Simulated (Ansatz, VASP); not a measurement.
**Two plane-wave programs on AlIn3Sb2N2**

```
Al In Sb N
1.0
     5.12218    0.00000    0.00000
     0.00000    5.12218    0.00000
     0.00000    0.00000    6.55725
Al In Sb N
1 3 2 2
Direct
  0.50000 0.50000 0.50000
  0.00000 0.50000 0.00000
  0.50000 0.00000 0.00000
  0.50000 0.50000 0.00000
  0.00000 0.00000 0.29935
  0.00000 0.00000 0.70065
  0.00000 0.50000 0.50000
  0.50000 0.00000 0.50000
```

Alike in both runs: functional PBE; k mesh 3 × 3 × 2; occupations gaussian, width 0.15 eV; no spin polarisation.

Ansatz relaxed the structure, and its values are those at the end. VASP's run is a single point on that final structure, the one shown.

|  | VASP | Ansatz |
| --- | --- | --- |
| version | VASP 6.6.1 | Ansatz 0.2.0 |
| potentials or method | VASP PAW PBE potentials, release 64 (Al, In_d, Sb, N) | scalar-relativistic, plane waves, PAW |
| plane-wave cutoff (eV) | 520 | 420 |
| valence electrons in the cell | 62 | 82 |

|  | VASP | Ansatz | Ansatz less VASP |
| --- | --- | --- | --- |
| gap on the k mesh at the Fermi level (eV) | none | none | - |
| pressure (GPa) | 0.5 | 0.6 | +0.09 |
| rms of the force components (eV/Å) | 0.025 | 0.019 | -0.0064 |

A gap of «none» marks a metal or a gap that the smearing closes. With one functional, cell and mesh, what is left measures potentials, basis and numerics. The two sets of potentials don't hold the same shells in valence.

Caveats: the k mesh is coarse (spacing up to 0.48 Å⁻¹), so the values aren't converged. The runs have no spin-orbit coupling, so splittings on Sb are missing.
